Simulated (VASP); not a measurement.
```xyz
4
Lattice="3.6375 0.0000 0.0000 -1.8188 3.1502 0.0000 0.0000 0.0000 24.7385" Properties=species:S:1:pos:R:3 pbc="T T T"
Y      0.0000     0.0000    16.7385
Y      0.0000     0.0000    10.9128
Y      0.0000     2.1001     8.0000
Y      1.8188     1.0501    13.8257
```

All values below come from PBE GGA, VASP's PBE PAW potentials (set 64) (plane waves; VASP). Run with 300 eV cut-off, 10×10×1 Γ-centred mesh, Gaussian smearing of 0.20 eV, potentials Y_sv.

The cell holds a wide vacuum, so values per volume refer to the whole cell.

Q: Give the energies of bands 17 to 25 at the high-symmetry points, in eV from the Fermi level.

A: 
```csv
band,Γ,M,K
17,-4.43,-1.71,-0.57
18,-3.82,-1.55,-0.57
19,-2.96,-1.35,-0.54
20,-2.15,-1.24,-0.50
21,0.14,-0.58,-0.41
22,0.18,-0.47,-0.09
23,0.61,0.01,-0.08
24,0.94,0.56,0.35
25,1.57,0.63,0.40
```

It has no gap at this level: it comes out as a metal or semimetal.

The cell is a sheet with vacuum, built from a generated structure.
